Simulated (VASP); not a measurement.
All values below come from r2SCAN+rVV10, VASP's PBE PAW potentials (set 64) (plane waves; VASP).

VASP input:

INCAR:
```
SYSTEM  =  WC
PREC  =  Accurate; ENCUT  =  520; LREAL  =  F
LASPH  =  T
EDIFF  =  1E-6; NELM  =  100; ALGO  =  Normal
LMAXMIX  =  6; LMIXTAU  =  T
ISMEAR  =  0; SIGMA  =  0.05
METAGGA  =  R2SCAN; LUSE_VDW  =  T; BPARAM  =  11.95
CPARAM  =  0.0093
IBRION  =  2; NSW  =  60; ISIF  =  3
EDIFFG  =  -0.01
LWAVE  =  F; LCHARG  =  F
```

KPOINTS:
```
Automatic mesh
0
Gamma
9 9 8
0 0 0
```

POSCAR:
```
WC
1
    2.9020000000     0.0000000000     0.0000000000
   -1.4510000000     2.5132060000     0.0000000000
    0.0000000000     0.0000000000     2.8310000000
W C
1 1
Direct
  0.0000000000   0.0000000000   0.0000000000
  0.6666670000   0.3333330000   0.5000000000
```

POTCAR, in this order: W_sv C (PBE.64 set). Program: vasp_std.

The resulting files:

### OSZICAR
```
       N       E                     dE             d eps       ncg     rms          rms(c)
DAV:   1     0.737801336946E+02    0.73780E+02   -0.10096E+04  1560   0.160E+03
DAV:   2    -0.644012900895E+02   -0.13818E+03   -0.13502E+03  1760   0.395E+02
DAV:   3    -0.684746421436E+02   -0.40734E+01   -0.40483E+01  1916   0.623E+01
DAV:   4    -0.685135705540E+02   -0.38928E-01   -0.38897E-01  1705   0.657E+00
DAV:   5    -0.685138805317E+02   -0.30998E-03   -0.30985E-03  1840   0.605E-01    0.347E+01
DAV:   6    -0.610345844460E+02    0.74793E+01   -0.88435E+00  1725   0.374E+01    0.654E+00
DAV:   7    -0.612961734699E+02   -0.26159E+00   -0.40087E-01  1620   0.713E+00    0.522E+00
DAV:   8    -0.612407485916E+02    0.55425E-01   -0.20271E-01  1585   0.525E+00    0.106E+00
DAV:   9    -0.613696880957E+02   -0.12894E+00   -0.12112E-01  1600   0.344E+00    0.697E-01
DAV:  10    -0.613748425653E+02   -0.51545E-02   -0.47333E-03  1655   0.649E-01    0.442E-01
DAV:  11    -0.613751348475E+02   -0.29228E-03   -0.16156E-03  1815   0.315E-01    0.304E-01
DAV:  12    -0.613749231869E+02    0.21166E-03   -0.17366E-03  1810   0.336E-01    0.884E-02
DAV:  13    -0.613749475874E+02   -0.24401E-04   -0.59218E-05  1610   0.838E-02    0.845E-02
DAV:  14    -0.613750108803E+02   -0.63293E-04   -0.52718E-05  1775   0.571E-02    0.224E-02
DAV:  15    -0.613750603835E+02   -0.49503E-04   -0.42738E-05  1575   0.648E-02    0.883E-03
DAV:  16    -0.613750605223E+02   -0.13886E-06   -0.90618E-07   885   0.101E-02
   1 F= -.61375061E+02 E0= -.61374628E+02  d E =-.613751E+02
       N       E                     dE             d eps       ncg     rms          rms(c)
DAV:   1    -0.615648767831E+02   -0.18982E+00   -0.53761E+00  1590   0.352E+01    0.632E+00
DAV:   2    -0.613785846702E+02    0.18629E+00   -0.46247E-01  1595   0.855E+00    0.131E+00
DAV:   3    -0.613583210029E+02    0.20264E-01   -0.42444E-02  1635   0.216E+00    0.442E-01
DAV:   4    -0.613544757616E+02    0.38452E-02   -0.11468E-02  1725   0.115E+00    0.431E-01
DAV:   5    -0.613486565108E+02    0.58193E-02   -0.57031E-03  1570   0.930E-01    0.171E-01
DAV:   6    -0.613557292393E+02   -0.70727E-02   -0.28398E-03  1580   0.616E-01    0.490E-02
DAV:   7    -0.613556877666E+02    0.41473E-04   -0.13759E-04  1810   0.118E-01    0.424E-03
DAV:   8    -0.613556987499E+02   -0.10983E-04   -0.92206E-06  1740   0.333E-02    0.766E-03
DAV:   9    -0.613556958091E+02    0.29407E-05   -0.38127E-06  1560   0.208E-02    0.460E-03
DAV:  10    -0.613556974709E+02   -0.16618E-05   -0.29607E-06  1565   0.204E-02    0.137E-03
DAV:  11    -0.613556968220E+02    0.64890E-06   -0.20918E-07   795   0.506E-03
   2 F= -.61355697E+02 E0= -.61355334E+02  d E =0.193637E-01
       N       E                     dE             d eps       ncg     rms          rms(c)
DAV:   1    -0.614913699463E+02   -0.13567E+00   -0.28483E+00  1590   0.250E+01    0.488E+00
DAV:   2    -0.613911790986E+02    0.10019E+00   -0.22851E-01  1585   0.637E+00    0.951E-01
DAV:   3    -0.613796405936E+02    0.11539E-01   -0.22143E-02  1645   0.159E+00    0.358E-01
DAV:   4    -0.613769686649E+02    0.26719E-02   -0.69597E-03  1730   0.899E-01    0.360E-01
DAV:   5    -0.613737117772E+02    0.32569E-02   -0.30813E-03  1570   0.684E-01    0.151E-01
DAV:   6    -0.613778771090E+02   -0.41653E-02   -0.14847E-03  1570   0.443E-01    0.317E-02
DAV:   7    -0.613778518512E+02    0.25258E-04   -0.88945E-05  1860   0.902E-02    0.498E-03
DAV:   8    -0.613778412398E+02    0.10611E-04   -0.50304E-06  1680   0.252E-02    0.785E-03
DAV:   9    -0.613778449679E+02   -0.37281E-05   -0.17622E-06  1188   0.140E-02    0.408E-03
DAV:  10    -0.613778481502E+02   -0.31822E-05   -0.16719E-06  1109   0.152E-02    0.124E-03
DAV:  11    -0.613778488611E+02   -0.71098E-06   -0.85134E-08   795   0.327E-03
   3 F= -.61377849E+02 E0= -.61377456E+02  d E =-.278834E-02
       N       E                     dE             d eps       ncg     rms          rms(c)
DAV:   1    -0.613778544469E+02   -0.62968E-05   -0.14419E-04  1590   0.181E-01    0.347E-02
DAV:   2    -0.613778486734E+02    0.57735E-05   -0.11777E-05  1600   0.450E-02    0.691E-03
DAV:   3    -0.613778489002E+02   -0.22675E-06   -0.10290E-06   795   0.114E-02
   4 F= -.61377849E+02 E0= -.61377455E+02  d E =-.278838E-02
       N       E                     dE             d eps       ncg     rms          rms(c)
DAV:   1    -0.613778517548E+02   -0.30813E-05   -0.12906E-04  1595   0.172E-01    0.318E-02
DAV:   2    -0.613778466165E+02    0.51383E-05   -0.11172E-05  1595   0.442E-02    0.603E-03
DAV:   3    -0.613778464472E+02    0.16925E-06   -0.96803E-07   795   0.111E-02
   5 F= -.61377846E+02 E0= -.61377452E+02  d E =-.278592E-02
       N       E                     dE             d eps       ncg     rms          rms(c)
DAV:   1    -0.613780855058E+02   -0.23889E-03   -0.92114E-03  1565   0.118E+00    0.804E-02
DAV:   2    -0.613778952765E+02    0.19023E-03   -0.38059E-04  1635   0.201E-01    0.446E-02
DAV:   3    -0.613778476061E+02    0.47670E-04   -0.12368E-04  1650   0.121E-01    0.153E-02
DAV:   4    -0.613778478169E+02   -0.21083E-06   -0.10241E-05  1730   0.341E-02    0.909E-03
DAV:   5    -0.613778496350E+02   -0.18180E-05   -0.56797E-06  1605   0.284E-02    0.366E-03
DAV:   6    -0.613778483302E+02    0.13048E-05   -0.16728E-06  1134   0.157E-02    0.125E-03
DAV:   7    -0.613778490267E+02   -0.69648E-06   -0.16732E-07   795   0.524E-03
   6 F= -.61377849E+02 E0= -.61377422E+02  d E =-.257942E-05
       N       E                     dE             d eps       ncg     rms          rms(c)
DAV:   1    -0.613779292346E+02   -0.80904E-04   -0.22723E-03  1565   0.586E-01    0.397E-02
DAV:   2    -0.613778812058E+02    0.48029E-04   -0.93478E-05  1635   0.996E-02    0.220E-02
DAV:   3    -0.613778689040E+02    0.12302E-04   -0.31381E-05  1650   0.606E-02    0.780E-03
DAV:   4    -0.613778706917E+02   -0.17876E-05   -0.23827E-06  1499   0.167E-02    0.466E-03
DAV:   5    -0.613778691250E+02    0.15667E-05   -0.13582E-06   922   0.141E-02    0.163E-03
DAV:   6    -0.613778705745E+02   -0.14496E-05   -0.44770E-07   785   0.766E-03    0.579E-04
DAV:   7    -0.613778702381E+02    0.33640E-06   -0.37747E-08   795   0.240E-03
   7 F= -.61377870E+02 E0= -.61377460E+02  d E =-.237909E-04
```

**OUTCAR**
```
------------------------ aborting loop because EDIFF is reached ----------------------------------------
  FORCE on cell =-STRESS in cart. coord.  units (eV):
  Direction    XX          YY          ZZ          XY          YZ          ZX
  --------------------------------------------------------------------------------------
  Total        0.0165575      0.0165575      0.0184074      0.0000000      0.0000000      0.0000000
  in kB        1.2720687      1.2720690      1.4141888      0.0000000      0.0000000      0.0000000
  external PRESSURE =       1.3194421 kB  Pullay stress =       0.0000000 kB
  volume of cell :       20.85
      direct lattice vectors                 reciprocal lattice vectors
     2.912555613  0.000000000  0.000000000     0.343341084  0.198228045 -0.000000000
    -1.456277807  2.522347432 -0.000000000     0.000000000  0.396456090 -0.000000000
     0.000000000  0.000000000  2.838674356     0.000000000  0.000000000  0.352277111
 POSITION                                       TOTAL-FORCE (eV/Angst)
 -----------------------------------------------------------------------------------
      0.00000      0.00000      2.83867        -0.000000     -0.000000      0.000000
      1.45628      0.84078      1.41934         0.000000      0.000000      0.000000
 -----------------------------------------------------------------------------------
    total drift:                               -0.000335      0.000194      0.000000
  FREE ENERGIE OF THE ION-ELECTRON SYSTEM (eV)
  ---------------------------------------------------
  free  energy   TOTEN  =       -61.3778702381 eV

  energy  without entropy=      -61.3770489483  energy(sigma->0) =      -61.37745959

 reached required accuracy - stopping structural energy minimisation
```
(Selected blocks of OUTCAR.)

### CONTCAR
```
WC
   1.00000000000000
     2.9125556130006682    0.0000000000000000    0.0000000000000000
    -1.4562778065003341    2.5223474320489743   -0.0000000000000000
     0.0000000000000000    0.0000000000000000    2.8386743559410927
  W               C
     1     1
Direct
     0.0000000000000000    0.0000000000000000    1.0000000000000000
     0.6666669999999968    0.3333330000000032    0.5000000000000000
```

The structure comes from a measured WC entry (P-6m2) of the Crystallography Open Database, whose conditions weren't checked. This run relaxes it. Symmetry was kept, so distortions that lower it aren't found.
